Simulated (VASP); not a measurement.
Consider the following.

```xyz
6
Lattice="1.5870 -2.7487 0.0000 1.5870 2.7487 0.0000 0.0000 0.0000 12.4225" Properties=species:S:1:pos:R:3 pbc="T T T"
Mo     1.5870     0.9162     3.1056
Mo     1.5870    -0.9162     9.3168
S      1.5870     0.9162    10.8733
S      1.5870    -0.9162     4.6621
S      1.5870    -0.9162     1.5491
S      1.5870     0.9162     7.7604
```

The numbers are results of r2SCAN+rVV10, VASP's PBE PAW potentials (set 64) (plane waves; VASP), not measurements. Run with 520 eV cut-off, 9×9×2 Γ-centred mesh, tetrahedra with Blöchl corrections, potentials Mo_sv S.

The cores are frozen, which limits the accuracy of field gradients.

Problem. Give the principal components of the electric field gradient (V/Å²) and the asymmetry η at each nucleus.

Solution. 
```csv
atom,Vxx,Vyy,Vzz,η
Mo1,40.1,40.1,-80.2,0.00
Mo2,40.1,40.1,-80.2,0.00
S3,27.1,27.1,-54.2,0.00
S4,27.1,27.1,-54.2,0.00
S5,27.1,27.1,-54.2,0.00
S6,27.1,27.1,-54.2,0.00
```

The compound is MoS2 in the 2H layered structure. It was relaxed first.
